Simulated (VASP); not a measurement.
# NaLaMnMoO6 (P2_1) in VASP: relaxation of cell and atoms with PBE

Aim: the relaxation of cell and atoms of NaLaMnMoO6 with PBE.

Program: VASP 6.6.1. These are calculated values, not measurements. Logs are shortened: lines on timing, memory, paths and dates and some standing lists are left out, and cuts for length are marked.

## Step 1: The crystal as given

Symmetry: P2_1, No. 4, monoclinic system. The conventional cell has a = 5.557 Å, b = 5.598 Å, c = 8.025 Å, α = 90.00°, β = 90.44°, γ = 90.00°. Around Na (site symmetry 1) lie 4 O at 2.36 to 2.63 Å. La (site symmetry 1) is surrounded by 8 O at 2.40 to 2.69 Å. Mn (site symmetry 1) has 6 O at 2.07 to 2.20 Å as nearest neighbours. Mo (site symmetry 1) has 5 O at 1.83 to 2.03 Å as nearest neighbours. O (site symmetry 1) is surrounded by 1 Mo at 1.83 Å and 1 Mn at 2.08 Å. O (site symmetry 1) is surrounded by 1 Mo at 1.87 Å. O (site symmetry 1) is surrounded by 1 Mo at 1.91 Å and 1 Mn at 2.08 Å. Around O (site symmetry 1) lie 1 Mo at 2.03 Å and 1 Mn at 2.07 Å.

The cell was built by a generator and needn't be a form met in nature.

## Step 2: Relaxation of cell and atoms, PBE, collinear spin, ferromagnetic start

Contents of INCAR:

```
SYSTEM = NaLaMnMoO6
ALGO = Fast
EDIFF = 1E-6
EDIFFG = -0.02
ENCUT = 600
GGA = PE
IBRION = 2
ISIF = 3
ISMEAR = -1
ISPIN = 2
KPAR = 4
LASPH = .True.
LCHARG = .False.
LMAXMIX = 6
LORBIT = 11
LREAL = .False.
LWAVE = .False.
MAGMOM = 0 0 0 0 4 4 1 1 0 0 0 0 0 0 0 0 0 0 0 0
NELM = 100
NSW = 60
PREC = Accurate
SIGMA = 0.05
```

Contents of KPOINTS:

```
k-points
0
Gamma
  5 5 4
  0 0 0
```

Contents of POSCAR:

```
NaLaMnMoO6
1.0
    5.5573500000      0.0000000000      0.0005300000
    0.0000000000      5.5979400000      0.0000000000
   -0.0629000000      0.0000000000      8.0246200000
Na La Mn Mo O
2 2 2 2 12
Direct
    0.7500800000      0.5157200000      0.4992400000
    0.2499200000      0.0157200000      0.5007600000
    0.2571500000      0.9589600000      0.9993700000
    0.7428500000      0.4589600000      0.0006300000
    0.2476700000      0.4876200000      0.2560700000
    0.7523300000      0.9876200000      0.7439300000
    0.7555900000      0.9966600000      0.2709000000
    0.2444100000      0.4966600000      0.7291000000
    0.6733500000      0.9783000000      0.4906100000
    0.0340200000      0.8101700000      0.2772600000
    0.9335300000      0.2891000000      0.2802600000
    0.4781700000      0.2096600000      0.1992200000
    0.5443500000      0.7356300000      0.2007900000
    0.8295600000      0.0181800000      0.0039200000
    0.3266500000      0.4783000000      0.5093900000
    0.9659800000      0.3101700000      0.7227400000
    0.0664700000      0.7891000000      0.7197400000
    0.5218300000      0.7096600000      0.8007800000
    0.4556500000      0.2356300000      0.7992100000
    0.1704400000      0.5181800000      0.9960800000
```

Potentials or basis: VASP PAW PBE potentials, release 64 (Na_pv, La, Mn_pv, Mo_sv, O).

The run is started by

```console
$ cat potpaw_PBE.64/Na_pv/POTCAR potpaw_PBE.64/La/POTCAR potpaw_PBE.64/Mn_pv/POTCAR potpaw_PBE.64/Mo_sv/POTCAR potpaw_PBE.64/O/POTCAR > POTCAR
$ mpirun -np 4 vasp_std > vasp.out
```

OUTCAR:

```text
SYSTEM = NaLaMnMoO6
   EDIFF = 1E-6
   EDIFFG = -0.02
   ENCUT = 600
   GGA = PE
   IBRION = 2
   ISIF = 3
   ISMEAR = -1
   ISPIN = 2
   LASPH = .True.
   LORBIT = 11
   LREAL = .False.
   NELM = 100
   NSW = 60
   PREC = Accurate

 ion  position               nearest neighbor table
   1  0.750  0.516  0.499-  15 2.36
   2  0.250  0.016  0.501-   9 2.36
   3  0.257  0.959  0.999-  14 2.40  12 2.45  19 2.49  20 2.51  13 2.59  18 2.59  17 2.65  10 2.69
                             5 3.35   8 3.38   7 3.52   7 3.56
   4  0.743  0.459  0.001-  20 2.40  18 2.45  13 2.49  14 2.51  19 2.59  12 2.59  11 2.65  16 2.69
                             6 3.35   7 3.38   8 3.52   8 3.56
   5  0.248  0.488  0.256-  12 2.07  15 2.08  11 2.08  20 2.13  10 2.17  13 2.20   3 3.35
   6  0.752  0.988  0.744-  18 2.07   9 2.08  17 2.08  14 2.13  16 2.17  19 2.20   4 3.35
   7  0.756  0.997  0.271-   9 1.83  10 1.87  11 1.91  13 1.95  12 2.03  14 2.19   4 3.38   3 3.52
                             3 3.56
   8  0.244  0.497  0.729-  15 1.83  16 1.87  17 1.91  19 1.95  18 2.03  20 2.19   3 3.38   4 3.52
                             4 3.56
   9  0.673  0.978  0.491-   7 1.83   6 2.08   2 2.36
  10  0.034  0.810  0.277-   7 1.87   5 2.17   3 2.69
  11  0.934  0.289  0.280-   7 1.91   5 2.08   4 2.65
  12  0.478  0.210  0.199-   7 2.03   5 2.07   3 2.45   4 2.59
  13  0.544  0.736  0.201-   7 1.95   5 2.20   4 2.49   3 2.59
  14  0.830  0.018  0.004-   6 2.13   7 2.19   3 2.40   4 2.51
  15  0.327  0.478  0.509-   8 1.83   5 2.08   1 2.36
  16  0.966  0.310  0.723-   8 1.87   6 2.17   4 2.69
  17  0.066  0.789  0.720-   8 1.91   6 2.08   3 2.65
  18  0.522  0.710  0.801-   8 2.03   6 2.07   4 2.45   3 2.59
  19  0.456  0.236  0.799-   8 1.95   6 2.20   3 2.49   4 2.59
  20  0.170  0.518  0.996-   5 2.13   8 2.19   4 2.40   3 2.51

  LATTYP: Found a simple monoclinic cell.
 ALAT       =     5.5573500253
 B/A-ratio  =     1.0073038363
 C/A-ratio  =     1.4440095507
 COS(beta)  =    -0.0077427703

  Lattice vectors:

 A1 = (   5.5573500000,   0.0000000000,   0.0005300000)
 A2 = (   0.0000000000,   5.5979400000,   0.0000000000)
 A3 = (  -0.0629000000,   0.0000000000,   8.0246200000)

Analysis of symmetry for initial positions (statically):
=====================================================================
 Subroutine PRICEL returns:
 Original cell was already a primitive cell.

 Routine SETGRP: Setting up the symmetry group for a
 simple monoclinic supercell.

 Subroutine GETGRP returns: Found  2 space group operations
 (whereof  1 operations were pure point group operations)
 out of a pool of  4 trial point group operations.

The static configuration has the point symmetry C_1 .
 The point group associated with its full space group is C_2 .

[... 196 lines left out ...]
 spin polarized calculation
 RMM-DIIS sequential band-by-band and
  energy-cutoff  :      600.00
  volume of cell :      249.64
 maximum number of plane-waves:      8358
 NGX is ok and might be reduce to    48
   NGX = 23   NGY = 23   NGZ = 33

--------------------------------------- Ionic step        1  -------------------------------------------

 number of electron     162.0000009 magnetization      10.0363021

 number of electron     162.0000009 magnetization       9.9732944

 Free energy of the ion-electron system (eV)
  ---------------------------------------------------
  ext. energy  EPLUGINS =         0.00000000
  ---------------------------------------------------
  free energy    TOTEN  =      -158.17801196 eV

  energy without entropy =     -158.17312010  energy(sigma->0) =     -158.17556603

------------------------ aborting loop EDIFF was not reached (unconverged)  ----------------------------

  FORCE on cell =-STRESS in cart. coord.  units (eV):
  Direction    XX          YY          ZZ          XY          YZ          ZX
  --------------------------------------------------------------------------------------
  -------------------------------------------------------------------------------------
  Total       -0.0616608     -0.1110552     -0.1161587      0.0000000      0.0000000     -0.0053754
  in kB       -0.3957299     -0.7127363     -0.7454893      0.0000000      0.0000000     -0.0344986
  external PRESSURE =      -0.6179852 kB  Pullay stress =       0.0000000 kB
[... 311 lines left out ...]
--------------------------------------- Ionic step        7  -------------------------------------------

 number of electron     162.0000010 magnetization       9.9707822

 Free energy of the ion-electron system (eV)
  ---------------------------------------------------
  ext. energy  EPLUGINS =         0.00000000
  ---------------------------------------------------
  free energy    TOTEN  =      -158.18155083 eV

  energy without entropy =     -158.17631669  energy(sigma->0) =     -158.17893376

 E-fermi :   6.7521     XC(G=0): -10.8694

 val. band max:        6.6885055791   @ k =   0.2000   0.0000   0.5000
 cond. band min:       6.8074112843   @ k =   0.0000   0.0000   0.0000
 fundamental gap:      0.1189057052
 Fermi energy:         6.7520673062

 spin component 1

 k-point     1 :       0.0000    0.0000    0.0000
  band No.  band energies     occupation
      1     -56.9930      1.00000
      2     -56.9930      1.00000
      3     -43.6580      1.00000
      4     -43.6580      1.00000
      5     -43.6360      1.00000
      6     -43.6360      1.00000
[... 2293 lines left out ...]
     92       7.8006      0.00000
     93       9.6284      0.00000

 [... further k-points ...]

 spin component 2

 k-point     1 :       0.0000    0.0000    0.0000
  band No.  band energies     occupation
      1     -56.7371      1.00000
      2     -56.7371      1.00000
      3     -39.1134      1.00000
      4     -39.1134      1.00000
      5     -39.0889      1.00000
      6     -39.0889      1.00000
[... 2293 lines left out ...]
     92       9.6618      0.00000
     93       9.6886      0.00000

 [... further k-points ...]

 [bands above 93 left out]

------------------------ aborting loop because EDIFF is reached ----------------------------------------

  FORCE on cell =-STRESS in cart. coord.  units (eV):
  Direction    XX          YY          ZZ          XY          YZ          ZX
  --------------------------------------------------------------------------------------
  -------------------------------------------------------------------------------------
  Total        0.0114414     -0.0273873     -0.0083231      0.0000000      0.0000000     -0.0037038
  in kB        0.0735253     -0.1759969     -0.0534863      0.0000000      0.0000000     -0.0238015
  external PRESSURE =      -0.0519860 kB  Pullay stress =       0.0000000 kB
[... 35 lines left out ...]
  FREE ENERGIE OF THE ION-ELECTRON SYSTEM (eV)
  ---------------------------------------------------
  free  energy   TOTEN  =      -158.1815508331 eV

  energy  without entropy=     -158.1763166941  energy(sigma->0) =     -158.17893376

 reached required accuracy - stopping structural energy minimisation

 total charge

# of ion       s       p       d       f       tot
--------------------------------------------------
    1        0.041   5.981   0.000   0.000   6.022
    2        0.041   5.981   0.000   0.000   6.022
    3        2.011   5.706   0.587   0.229   8.533
    4        2.011   5.706   0.587   0.229   8.533
    5        0.219   6.218   4.910   0.000  11.347
    6        0.219   6.218   4.910   0
```

Run time: 1.8 h. Hardware: 4 MPI ranks of Intel Xeon Platinum 8488C (Sapphire Rapids), shared host; peak memory 1.6 GiB.

Results:

| Quantity | Value |
| --- | --- |
| Free energy | -158.1816 eV |
| Relaxed volume | 12.47 Å³/atom |
| Relaxed cell | a = 5.555 Å, b = 5.596 Å, c = 8.020 Å, α = 90.00°, β = 90.43°, γ = 90.00° |
| Space group after relaxing (to 0.05 Å) | P2_1 (No. 4) |
| Energy gained by relaxing | 0.2 meV/atom |
| Ionic steps | 7 |
| Pressure after relaxing | 0.0 GPa |
| Largest force after relaxing | 0.019 eV/Å |
| Band gap on the k mesh | 0.12 eV, indirect (least direct gap 0.16 eV) |
| Net moment | 9.97 μB per cell |
| Site moments | Na -0.00; La +0.01; Mn +4.18; Mo +0.35; O +0.02, +0.03, +0.05 μB |
| Valence electrons inside the program's atomic spheres | Na 6.02; La 8.53; Mn 11.35; Mo 12.37; O 5.03, 5.02 |

Forces in eV/Å, atoms in the order of the input:
```
Na   0.003  0.007  0.001
Na  -0.003  0.007 -0.001
La   0.008  0.003 -0.001
La  -0.008  0.003  0.001
Mn   0.008  0.009  0.003
Mn  -0.008  0.009 -0.003
Mo  -0.012  0.008 -0.003
Mo   0.012  0.008  0.003
O    0.000 -0.010 -0.017
O    0.002  0.001  0.003
O   -0.003 -0.004  0.004
O   -0.001 -0.006  0.001
O    0.008 -0.002  0.002
O    0.006 -0.005  0.006
O    0.000 -0.010  0.017
O   -0.002  0.001 -0.003
O    0.003 -0.004 -0.004
O    0.001 -0.006 -0.001
O   -0.008 -0.002 -0.002
O   -0.006 -0.005 -0.006
```

Step by step:
| step | energy change (eV) | largest force (eV/Å) | pressure (GPa) | volume (Å³) |
| --- | --- | --- | --- | --- |
| 1 | 0.0000 | 0.0564 | -0.06 | 249.64 |
| 2 | -0.0031 | 0.0531 | -0.07 | 249.47 |
| 3 | -0.0032 | 0.0490 | -0.06 | 249.47 |
| 4 | -0.0034 | 0.0324 | 0.06 | 249.22 |
| 5 | -0.0034 | 0.0327 | 0.06 | 249.23 |
| 6 | -0.0035 | 0.0225 | 0.00 | 249.33 |
| 7 | -0.0035 | 0.0195 | -0.01 | 249.32 |

Final structure:
```
Na La Mn Mo O
1.0
     5.55546    0.00000    0.00102
     0.00000    5.59563    0.00000
    -0.06217    0.00000    8.02020
Na La Mn Mo O
2 2 2 2 12
Direct
  0.75016 0.51583 0.49924
  0.24984 0.01583 0.50076
  0.25706 0.95898 0.99941
  0.74294 0.45898 0.00059
  0.24773 0.48838 0.25615
  0.75227 0.98838 0.74385
  0.75548 0.99681 0.27068
  0.24452 0.49681 0.72932
  0.67322 0.97805 0.49077
  0.03440 0.80995 0.27724
  0.93360 0.28939 0.28024
  0.47814 0.20943 0.19895
  0.54414 0.73502 0.20049
  0.82980 0.01816 0.00412
  0.32678 0.47805 0.50923
  0.96560 0.30995 0.72276
  0.06640 0.78939 0.71976
  0.52186 0.70943 0.80105
  0.45586 0.23502 0.79951
  0.17020 0.51816 0.99588
```

Caveat: spin-orbit coupling is left out, which moves the levels of the heavy elements; an odd mesh through Γ misses points on the zone boundary, where band edges often lie; only a ferromagnetic start was run, and an antiferromagnetic order may lie lower in energy.
